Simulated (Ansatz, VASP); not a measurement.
## Rb2N in VASP and in Ansatz

```
Rb N
1.0
     0.00000    3.61739    3.61739
     3.61739    0.00000    3.61739
     3.61739    3.61739    0.00000
Rb N
2 1
Direct
  0.50000 0.50000 0.50000
  0.25000 0.25000 0.25000
  0.00000 0.00000 0.00000
```

Alike in both runs: functional PBE; k mesh 12 × 12 × 12; occupations gaussian, width 0.1 eV; collinear spin.

Ansatz relaxed the structure, and its values are those at the end. VASP's run is a single point on that final structure, the one shown.

|  | VASP | Ansatz |
| --- | --- | --- |
| version | VASP 6.6.1 | Ansatz 0.2.0 |
| potentials or method | VASP PAW PBE potentials, release 64 (Rb_sv, N) | scalar-relativistic, plane waves, PAW |
| plane-wave cutoff (eV) | 520 | 420 |
| valence electrons in the cell | 23 | 23 |

Ansatz gave:

```
gap on the k mesh at the Fermi level (eV)                     : none
pressure (GPa)                                                : 0.0
net moment per atom (μB)                                      : 0.33
size of the moment on the site where the two differ most (μB) : 1.03
```

**Question.** Estimate VASP's values.

**Answer.** gap on the k mesh at the Fermi level (eV): none; pressure (GPa): 0.1; net moment per atom (μB): 0.33; size of the moment on the site where the two differ most (μB): 0.69.

Site moments also hang on the region over which each program counts them. A gap of «none» marks a metal or a gap that the smearing closes.
